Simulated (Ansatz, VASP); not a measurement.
# Ti (free-standing triangular Ti monolayer, spacing 3.288 A): VASP beside Ansatz

One calculation is typed for both programs; each brings its own data sets. How far apart do they land? The cell is taken from a series of runs on this material, whose earlier steps may have relaxed, scaled, displaced or heated it; both programs get it as it stands.

Method: plane waves, with VASP 6.6.1 beside it; single point at PBEsol, in Ansatz 0.2.0.

## Step 1: The structure

The cell holds 1 atom: 1 Ti. Its edges and angles: a = 3.288 Å, b = 3.288 Å, c = 14.000 Å, α = 90.0°, β = 90.0°, γ = 120.0°. As first built, before any earlier steps moved the atoms (in the runner's words): model lattice. Vacuum lies along c.

## Step 2: Ansatz: single point, PBEsol, pair 1

Ansatz runs on its PAW soft_1 files.

With cell and atoms fixed, the geometry can't cause a difference; cores, projectors, grids and the points listed under the comparison can.

The input, input.yaml:

```yaml
crystal:
  lattice:
    - [3.288, 0.0, 0.0]
    - [-1.644, 2.847492, 0.0]
    - [0.0, 0.0, 14.0]
  atoms:
    - { symbol: Ti, position: [0.0, 0.0, 0.5], spin: 1.85 }
magnetization:
  spin_polarized: true
kpoints:
  mp_grid: { grid: [19, 19, 1] }
hamiltonian:
  xc: pbesol
  pseudopotentials: { kind: paw, azcp: { folder: soft_1 }, xc_functional: pbe }
scf:
  occupations: { method: fermi_dirac, width: 0.1 }
  max_iter: 120
  convergence: { dr2_threshold: 1.0e-08 }
  lower_state_search: "off"
basis:
  ecutwfc: 420.0
checkpoint:
  read: start
  write: ck
  compress: false
  write_wavefunctions: false
  write_every: 100000
```

The run is started by

```console
$ ansatz run input.yaml --threads 2 --pin off --max-ram 5120MiB --backend cpu --events-out ev --progress --plain --runs-dir out
```

Numbers of over 12 decimals in the logs are rounded to 6 here.

The log of the run:

```text
Warning: checkpoint.read: spin seed differs: saved <digest>, current <digest>; the loaded state replaces the seed-built initial guess (but the starting_ns of a DFT+U solve that opens without the state's occupation matrices), so the run may converge into the producing seed's basin, or, where the symmetry group that follows from this deck's starting moments and starting_ns does not hold the saved magnetisation, lose th [...]
Engine: ansatz 0.2.0, aarch64-unknown-linux-gnu
Pseudopotentials: kind: paw
Pseudopotential: Ti, paw, valence charge 12, recommended cutoff 420 eV (normal), soft_1/Ti.paw.azcp
Functional definition: PBEsol
  exchange = pbesol_x
  correlation = pbesol_c
Crystal: 1 atoms, lattice volume = 131.076 Å³
Basis set: ecut = 420 eV, 2627 PW (Γ)
Bands: 11, of which v1, the nominal top of the filled ones, is band 6 counted from 1 (5 counted from 0)
Symmetry: 24 space group operations
Space group: P6/mmm (ITA 191), of the structure as read, at distance tolerance 5.1e-5 Å
Magnetic group: BNS 191.233 (UNI 1463), of the structure as read, at distance tolerance 5.1e-5 Å
k-points: 40 of 361
Non-local potential: Ti, projectors of the file, l = 0: 3, l = 1: 2, l = 2: 3, l = 3: 1
PAW form: soft (Blöchl's): semilocal exchange-correlation on the pseudo side does not see the compensation charge
PAW frozen core: Ti, regenerated for the run's functional, and the local potential with it (the file was generated under x = pbe(κ = 0.804, μ = 0.219515), c = pbe(β = 0.066725))
PAW one-centre angular grid: Ti, 590 points (default); XC on 64 Gauss nodes
Initial density: read from a saved state, or passed on in memory by an earlier SCF of this step, an earlier step, the calling program or the single point that the run made first
Stability of the state it starts from, as read at its close in the collinear treatment: not read negative (Ritz values of 1 − χ₀K, real part plus size of imaginary part, from 0.49 to 0.66, by its mixing steps under the symmetry group of the SCF that read it); its run was given moments
Starting moments: Σ|m| = 1.85 μB on 1 of 1 site; this step starts from the density that it was given
Initial wavefunctions: pseudopotential atomic-orbital guess
Functional: x = pbesol(κ = 0.804, μ = 0.123457), c = pbesol(β = 0.046)
iter 1 solved again at ethr=1.23e-6 eV; its pass at ethr=3.10e-3 eV (dr2=1.47e-4 eV) is discarded
SCF iter   1: F=—  HF=-2471.110176 eV  |F-HF|=—  |Δ(HF+E_count)|=         —  Δρ=4.19e-4 (↑4.19e-4 ↓1.38e-4)  dr2=2.17e-4  dr2_m=7.35e-5  M=2.470 μB ∫|m|=2.470 μB  β_m=0.30  ethr=1.23e-6  ⟨swp⟩=3.0  Hψ=7306  notcnv=0
preconditioner: auto → LDOS  [metal: Δε(μ)=0.015 eV  Ē_g=2.827 eV  σ=0.100 eV  W_gap=0.04  n_scr=8 (ndim 8)  ℏωp=6.5 eV  f_vac=0.635  D(μ)=2.81/eV (n_scr^D=8)]
spin=Collinear: LDOS preconditioning applied to the charge; magnetization (m = ρ↑ − ρ↓) channel mixes plain (no charge-response kernel on spin).
SCF iter   2: F=—  HF=-2471.110156 eV  |F-HF|=—  |Δ(HF+E_count)|=   1.97e-5  Δρ=2.60e-4 (↑2.60e-4 ↓8.95e-5)  dr2=9.91e-5  dr2_m=2.79e-5  M=2.470 μB ∫|m|=2.470 μB  β_m=0.55  ethr=1.23e-6  ⟨swp⟩=1.0  Hψ=880  notcnv=0
SCF iter   3: F=—  HF=-2471.110142 eV  |F-HF|=—  |Δ(HF+E_count)|=   1.38e-5  Δρ=3.96e-5 (↑3.96e-5 ↓3.27e-5)  dr2=4.98e-6  dr2_m=4.72e-7  M=2.470 μB ∫|m|=2.470 μB  β_m=0.77  ethr=8.26e-7  ⟨swp⟩=2.2  Hψ=1064  notcnv=0
SCF iter   4: F=—  HF=-2471.110148 eV  |F-HF|=—  |Δ(HF+E_count)|=   6.28e-6  Δρ=1.32e-5 (↑1.32e-5 ↓8.66e-6)  dr2=1.07e-7  dr2_m=1.00e-7  M=2.469 μB ∫|m|=2.469 μB  β_m=0.81  ethr=4.15e-8  ⟨swp⟩=2.1  Hψ=1145  notcnv=0
SCF iter   5: F=—  HF=-2471.110149 eV  |F-HF|=—  |Δ(HF+E_count)|=   4.35e-7  Δρ=4.77e-6 (↑4.77e-6 ↓3.64e-6)  dr2=5.79e-8  dr2_m=1.20e-8  M=2.468 μB ∫|m|=2.468 μB  β_m=0.89  ethr=8.33e-11  ⟨swp⟩=4.3  Hψ=3362  notcnv=0
SCF iter   6: F=—  HF=-2471.110149 eV  |F-HF|=—  |Δ(HF+E_count)|=   2.97e-8  Δρ=3.21e-6 (↑3.21e-6 ↓2.96e-6)  dr2=2.56e-9  dr2_m=1.10e-8  M=2.468 μB ∫|m|=2.468 μB  β_m=0.95  ethr=8.33e-11  ⟨swp⟩=1.0  Hψ=2439  notcnv=0
SCF iter   7: F=-2471.110149 eV  HF=-2471.110149 eV  |F-HF|=2.92e-9  |Δ(HF+E_count)|=   2.81e-8  Δρ=2.49e-6 (↑2.49e-6 ↓1.03e-6)  dr2=5.47e-9  dr2_m=3.00e-9  M=2.468 μB ∫|m|=2.468 μB  ethr=2.14e-11  ⟨swp⟩=2.3  Hψ=1718  notcnv=0
SCF 1 converged in 7 iterations: F = -2471.110149 eV  dr2 = 5.47e-9
  greatest PAW one-centre occupation: 0.999 electrons in one spin orbital (limit 2), on the Ti atom at site 0 (counted from 0), in its partial waves of l = 0
SCF converged after 7 iterations
Magnetization: 2.4680 μB (7.2340 up, 4.7660 down)
Absolute magnetization: 2.4680 μB (∫|ρ↑−ρ↓|, with the PAW one-centre terms)
Spin contamination: 0.0004 ħ² per cell (⟨S²⟩ above its minimum at these occupations)
Per-site moments (μB) at R_I (Å): [(1.842387, 1.356300)]
Free energy (F): -2471.110149 eV
Harris-Foulkes:  -2471.110149 eV  (|F-HF|=2.92e-9)
Internal energy: -2471.015656 eV  (E = F + TS)
E sigma→0 (E₀):  -2471.062903 eV
Entropy (-TS):   -0.094492 eV (-94.492 meV/atom)
Fermi energy:    -1.536254 eV
--- Per-component energies (eV) ---
  E_band       = -336.122392
  E_kinetic    = 275.670754
  E_local      = -3591.378131  (includes V_loc(G=0)·N_el)
  E_nonlocal   = 63.944961
  E_hartree    = 1614.475423
  E_xc         = -110.902101
  E_vxc        = -139.214458  (∫ρ·V_xc dr)
  E_paw        = -1017.865411  (= ΣΔE_a)
  E_vpaw       = -174.099351  (= ΣTr[D̂ρ^β])
  E_aug_tail   = -0.000081  (compensation charges beyond the density's cutoff)
  E_ewald      = 294.899543
  E_core_change = 0.139385  (= ΣΔE_core)
  E_smearing   = -0.094492  (= −TS)
  E_closure    = 0.000000  (closes the sum)
  Σ components = -2471.110149   (vs F -2471.110149, Δ=0.00e0)
--- Band table (eV; the first three rows and the last of 80) ---
  k-point 0 ↑: bands = [... 2 lower, -35.4548, -35.4548, -5.6022, -2.0931, -1.5155, -1.4141, -1.4141, -0.7045, ... 1 higher]
  k-point 1 ↑: bands = [... 2 lower, -35.4588, -35.4558, -5.5415, -2.0720, -1.5716, -1.4453, -1.3809, -0.7123, ... 1 higher]
  k-point 2 ↑: bands = [... 2 lower, -35.4704, -35.4586, -5.3617, -2.0117, -1.6991, -1.5316, -1.2833, -0.7347, ... 1 higher]
  k-point 39 ↓: bands = [... 2 lower, -34.0573, -34.0418, -0.8441, -0.7392, -0.3709, -0.1627, 0.3638, 3.5911, ... 1 higher]
```

Reading the cycles: dr2 is the Hartree energy of the density residual (eV), the measure of convergence; HF is the Harris–Foulkes estimate of the energy, which meets the free energy F at convergence.

## Step 3: VASP: single point, PBEsol, pair 1

The same cell, functional, mesh and smearing now go to VASP, with its own data sets.

Lines of VASP's logs that name or quote its potential files are left out, and so is its time.

The input, INCAR:

```
SYSTEM = Ti
PREC = Accurate
ENCUT = 400
EDIFF = 1E-06
NELM = 200
ISMEAR = -1
SIGMA = 0.1
LREAL = .FALSE.
ALGO = Normal
GGA = PS
NBANDS = 14
ISPIN = 2
MAGMOM = 1.84
LASPH = .TRUE.
LMAXMIX = 4
LORBIT = 11
LWAVE = .FALSE.
LCHARG = .FALSE.
ISIF = 2
GGA_COMPAT = .FALSE.
KPAR = 2
```

The input, POSCAR:

```
Ti
1.0
    3.2880000000      0.0000000000      0.0000000000
   -1.6440000000      2.8474920000      0.0000000000
    0.0000000000      0.0000000000     14.0000000000
Ti
1
Direct
    0.0000000000      0.0000000000      0.5000000000
```

The input, KPOINTS:

```
Automatic mesh
0
Gamma
19 19 1
0 0 0
```

Potentials, in the order of the species: Ti_sv (PBE family, release 64).

The run is started by

```console
$ mpirun -np 2 vasp_std
```

The log of the run:

```text
[banner, memory and clock lines left out]
running    2 mpi-ranks, on    1 nodes
 distrk:  each k-point on    1 cores,    2 groups
 distr:  one band on    1 cores,    1 groups

 POSCAR found type information on POSCAR Ti
 POSCAR found :  1 types and       1 ions
|                                                                             |
|               ----> ADVICE to this user running VASP <----                  |
|                                                                             |
|     You enforced a specific xc type in the INCAR file but a different       |
|     [... a line on the potential file left out ...]
|     I HOPE YOU KNOW WHAT YOU ARE DOING!                                     |
|                                                                             |

 LDA part: xc-table for (Slater+PW92), standard interpolation
 POSCAR, INCAR and KPOINTS ok, starting setup
 FFT: planning ... GRIDC
 FFT: planning ... GRID_SOFT
 FFT: planning ... GRID
 WAVECAR not read
 entering main loop
       N       E                     dE             d eps       ncg     rms          rms(c)
DAV:   1     0.470256985599E+02    0.47026E+02   -0.57682E+03  2864   0.536E+02
DAV:   2     0.108096096172E+01   -0.45945E+02   -0.44194E+02  2876   0.161E+02
DAV:   3    -0.597953850504E+01   -0.70605E+01   -0.69620E+01  3802   0.449E+01
DAV:   4    -0.634784465892E+01   -0.36831E+00   -0.36779E+00  2610   0.975E+00
DAV:   5    -0.635961791179E+01   -0.11773E-01   -0.11772E-01  3012   0.158E+00    0.834E+00
DAV:   6    -0.542827059022E+01    0.93135E+00   -0.54228E+00  2408   0.179E+01    0.540E+00
DAV:   7    -0.552539341880E+01   -0.97123E-01   -0.41019E-01  2444   0.442E+00    0.182E+00
DAV:   8    -0.548770276984E+01    0.37691E-01   -0.10574E-01  2528   0.186E+00    0.102E+00
DAV:   9    -0.545971725284E+01    0.27986E-01   -0.71144E-02  2384   0.120E+00    0.537E-01
DAV:  10    -0.547167252353E+01   -0.11955E-01   -0.10224E-02  2554   0.562E-01    0.291E-01
DAV:  11    -0.551809684800E+01   -0.46424E-01   -0.15057E-02  2336   0.554E-01    0.179E-01
DAV:  12    -0.553631393925E+01   -0.18217E-01   -0.79359E-03  2414   0.337E-01    0.148E-01
DAV:  13    -0.555185086541E+01   -0.15537E-01   -0.47913E-03  2452   0.274E-01    0.811E-02
DAV:  14    -0.555460037901E+01   -0.27495E-02   -0.62623E-04  2498   0.109E-01    0.482E-02
DAV:  15    -0.555511247458E+01   -0.51210E-03   -0.13668E-04  2414   0.883E-02    0.323E-02
DAV:  16    -0.555523156741E+01   -0.11909E-03   -0.91428E-05  2462   0.409E-02    0.169E-02
DAV:  17    -0.555525410198E+01   -0.22535E-04   -0.23826E-05  2492   0.244E-02    0.999E-03
DAV:  18    -0.555538434913E+01   -0.13025E-03   -0.11265E-05  2462   0.159E-02    0.339E-03
DAV:  19    -0.555552932046E+01   -0.14497E-03   -0.64639E-06  2400   0.908E-03    0.208E-03
DAV:  20    -0.555560050863E+01   -0.71188E-04   -0.53558E-06  2336   0.726E-03    0.228E-03
DAV:  21    -0.555560674639E+01   -0.62378E-05   -0.30403E-07  2208   0.318E-03    0.604E-04
DAV:  22    -0.555561324344E+01   -0.64971E-05   -0.32233E-07  2134   0.200E-03    0.499E-04
DAV:  23    -0.555561443651E+01   -0.11931E-05   -0.42566E-08  2052   0.106E-03    0.390E-04
DAV:  24    -0.555561467515E+01   -0.23864E-06   -0.12117E-08  1924   0.453E-04
   1 F= -.55556147E+01 E0= -.55079471E+01  d E =-.953352E-01  mag=     2.4800
```

From OUTCAR (step 3):

```text
ion  position               nearest neighbor table
   1  0.000  0.000  0.500-

  LATTYP: Found a hexagonal cell.
 ALAT       =     3.2880000000
 C/A-ratio  =     4.2579075426

 Subroutine GETGRP returns: Found 24 space group operations
 (whereof 24 operations were pure point group operations)

The static configuration has the point symmetry D_6h.

 Found     40 irreducible k-points:

   k-points           NKPTS =     40   k-points in BZ     NKDIM =     40   number of bands    NBANDS=     14

   dimension x,y,z NGX =    24 NGY =   24 NGZ =   96
   dimension x,y,z NGXF=    48 NGYF=   48 NGZF=  192

   ENCUT  =  400.0 eV  29.40 Ry    5.42 a.u.   5.36  5.36 22.83*2*pi/ulx,y,z

   NELECT =      12.0000    total number of electrons

 k-points in reciprocal lattice and weights: Automatic mesh
   0.00000000  0.00000000  0.00000000       0.003
   0.05263158  0.00000000  0.00000000       0.017
   0.10526316  0.00000000  0.00000000       0.017
   0.15789474 -0.00000000  0.00000000       0.017
   0.21052632 -0.00000000  0.00000000       0.017
   0.26315789  0.00000000  0.00000000       0.017
   0.31578947  0.00000000  0.00000000       0.017
   0.36842105 -0.00000000  0.00000000       0.017
   0.42105263 -0.00000000  0.00000000       0.017
[...]
0.36842105  0.26315789  0.00000000       0.017
   0.31578947  0.31578947  0.00000000       0.017

 average (electrostatic) potential at core
       1 -83.1912

 E-fermi :  -2.1901

 spin component 1
 k-point     1 :       0.0000    0.0000    0.0000
  band No.  band energies     occupation
    ...
      2     -36.4940      1.00000
      3     -36.1162      1.00000
      4     -36.1162      1.00000
      5      -6.2456      1.00000
      6      -2.7522      0.99639
      7      -2.1673      0.44317
      8      -2.0678      0.22734
      9      -2.0678      0.22734
     10      -1.3619      0.00025
     11      -1.3619      0.00025
    ...

 k-point     2 :       0.0526    0.0000    0.0000
  band No.  band energies     occupation
    ...
      3     -36.1202      1.00000
      4     -36.1172      1.00000
      5      -6.1851      1.00000
      6      -2.7312      0.99555
      7      -2.2240      0.58389
      8      -2.0990      0.28676
      9      -2.0347      0.17452
     10      -1.3696      0.00027
     11      -1.2752      0.00011
     12       1.3451      0.00000
    ...

 k-point     3 :       0.1053    0.0000    0.0000
  band No.  band energies     occupation
    ...
      3     -36.1317      1.00000
      4     -36.1200      1.00000
      5      -6.0054      1.00000
      6      -2.6709      0.99190
      7      -2.3522      0.83488
      8      -2.1853      0.48793
      9      -1.9372      0.07383
     10      -1.3921      0.00034
     11      -1.0545      0.00001
     12       1.4862      0.00000
    ...

 k-point     4 :       0.1579   -0.0000    0.0000
  band No.  band energies     occupation
    ...
      4     -36.1243      1.00000
      5      -5.7138      1.00000
      6      -2.5830      0.98071
      7      -2.5004      0.95700
      8      -2.3025      0.75478
      9      -1.7814      0.01652
     10      -1.4264      0.00048
     11      -0.7447      0.00000
     12       1.7216      0.00000
     13       2.8350      0.00000
    ...

 k-point     5 :       0.2105   -0.0000    0.0000
  band No.  band energies     occupation
    ...
      4     -36.1296      1.00000
      5      -5.3250      1.00000
      6      -2.6450      0.98953
      7      -2.5313      0.96809
      8      -2.3677      0.85521
      9      -1.5780      0.00219
     10      -1.4687      0.00074
     11      -0.3609      0.00000
     12       2.0515      0.00000
     13       3.2215      0.00000
    ...

 k-point     6 :       0.2632    0.0000    0.0000
  band No.  band energies     occupation
    ...
      4     -36.1355      1.00000
      5      -4.8682      1.00000
      6      -2.7752      0.99713
      7      -2.5980      0.98336
      8      -2.2708      0.69142
      9      -1.5144      0.00116
     10      -1.3424      0.00021
     11       0.0935      0.00000
     12       2.4756      0.00000
     13       3.7040      0.00000
    ...

  Total       -3.3115424     -3.3115435     -0.0663278      0.0000000      0.0000000      0.0000000
  in kB      -40.4779530    -40.4779665     -0.8107443      0.0000000      0.0000000      0.0000000
  external PRESSURE =     -27.2555546 kB  Pullay stress =       0.0000000 kB

  energy-cutoff  :      400.00
  volume of cell :      131.08
      direct lattice vectors                 reciprocal lattice vectors
     3.288000000  0.000000000  0.000000000     0.304136253  0.175593118  0.000000000
    -1.644000000  2.847492000  0.000000000     0.000000000  0.351186237  0.000000000
     0.000000000  0.000000000 14.000000000     0.000000000  0.000000000  0.071428571

 POSITION                                       TOTAL-FORCE (eV/Angst)
 -----------------------------------------------------------------------------------
      0.00000      0.00000      7.00000         0.000000      0.000000      0.000000
 -----------------------------------------------------------------------------------
    total drift:                                0.000000      0.000000      0.000000

  FREE ENERGIE OF THE ION-ELECTRON SYSTEM (eV)
  ---------------------------------------------------
  free  energy   TOTEN  =        -5.5556146752 eV

  energy  without entropy=       -5.4602794967  energy(sigma->0) =       -5.50794709

 total charge
# of ion       s       p       d       tot
------------------------------------------
    1        2.198   6.001   1.822  10.021

 magnetization (x)
# of ion       s       p       d       tot
------------------------------------------
    1        0.022   0.049   1.524   1.594

[... 6 further parts left out ...]
```

## Step 4: Side by side

Known differences besides the potentials themselves: VASP starts from the moments at which Ansatz ended; the cutoff is 420 eV in Ansatz and 400 eV in VASP; Ansatz makes its cores anew for this functional, VASP keeps those of its PBE data sets; site moments are counted in spheres of each program's own size. Total energies have different zeros and are not compared.

Both answers:

| quantity | Ansatz | VASP | difference |
| --- | --- | --- | --- |
| total moment (μB) | 2.47 | 2.48 | -0.01 |
| moment on Ti1 (μB) | 1.84 | 1.59 | +0.25 |

With vacuum in the cell, a pressure given here is an average over mostly empty space and none of the material.

## Step 5: Ansatz: single point, PBEsol, pair 2

A single point gives forces, pressure and levels at one fixed geometry, so differences don't come from the geometry; what else differs is listed under the comparison.

The cell is taken from a series of runs on this material, whose earlier steps may have relaxed, scaled, displaced or heated it; both programs get it as it stands.

input.yaml, the sections that differ from step 2:

```yaml
crystal:
  lattice:
    - [3.288, 0.0, 0.0]
    - [-1.644, 2.847492, 0.0]
    - [0.0, 0.0, 14.0]
  atoms:
    - { symbol: Ti, position: [0.0, 0.0, 0.5], spin: 0.278 }
magnetization:
  spin_polarized: true
  initial_magnetization: 0.278
  spin_locking: { lock_magnetization: hard }
# kpoints, hamiltonian, scf, basis: as in step 2
# checkpoint: removed
```

The run is started by

```console
$ ansatz run input.yaml --threads 1 --pin off --max-ram 2560MiB --backend cpu --events-out ev --progress --plain --runs-dir out
```

The log of the run:

```text
[...]
Crystal: 1 atoms, lattice volume = 131.076 Å³
Basis set: ecut = 420 eV, 2627 PW (Γ)
Bands: 11, of which v1, the nominal top of the filled ones, is band 6 counted from 1 (5 counted from 0)
Symmetry: 24 space group operations
[...]
k-points: 40 of 361
[...]
Starting moments: Σ|m| = 0.278 μB on 1 of 1 site
[...]
Magnetization: 0.2780 μB (6.1390 up, 5.8610 down)
Absolute magnetization: 0.2780 μB (∫|ρ↑−ρ↓|, with the PAW one-centre terms)
[...]
Per-site moments (μB) at R_I (Å): [(0.205456, 1.356300)]
Free energy (F): -2470.848983 eV
[...]
Internal energy: -2470.665668 eV  (E = F + TS)
E sigma→0 (E₀):  -2470.757326 eV
Entropy (-TS):   -0.183316 eV (-183.316 meV/atom)
Fermi energy:    -1.384673 (↑ -1.418493, ↓ -1.350853) eV
[...]
[key lines of the parts left out:]
SCF converged after 13 iterations
```

(Part 1 of 2 ends here.)

[Lines on the potential files, build, host, timing and source positions are cut from VASP's logs without a mark.]

[Logs are printed without paths, hosts, clocks, repeated set-up lines and the standing remarks that a program may print on its own settings, such as how far it seeks lower states.]

[Hosts, paths, dates, database ids (printed as entryN), source tags and the programs' standing remarks are cut or masked in the printed files.]
